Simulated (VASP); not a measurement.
Here is the system:

```
CsPbCl3
1.0
    5.65293     0.00000     0.00000
    0.00000     5.65293     0.00000
    0.00000     0.00000     5.65293
Cs Pb Cl
1 1 3
Direct
  0.00000   0.00000   0.00000
  0.50000   0.50000   0.50000
  0.50000   0.00000   0.50000
  0.00000   0.50000   0.50000
  0.50000   0.50000   0.00000
```

Computed with optB88-vdW, VASP's PBE PAW potentials (set 64) (plane waves; VASP 6.6.1). Numerical set-up: 520 eV cut-off, 4×4×4 Γ-centred mesh, Gaussian smearing of 0.050 eV, potentials Cs_sv Pb_d Cl.

Unless said otherwise, spin-orbit coupling is left out, though it shifts the bands of the heavy elements here.

Task: Predict the energy per atom (σ→0), band gap (on the k-mesh) with the smallest direct gap where there is one.

Result: 
```json
{
 "band gap (on the k-mesh)": "2.09 eV",
 "smallest direct gap (on the k-mesh)": "2.09 eV",
 "energy per atom (σ→0)": "-1.328 eV/atom"
}
```

Only differences to runs with the same potentials and settings are physical.

The compound is CsPbCl3 in the cubic perovskite structure, the ideal cubic form; the compound distorts at low or room temperature. It was relaxed first. The start is the result of an earlier pass.
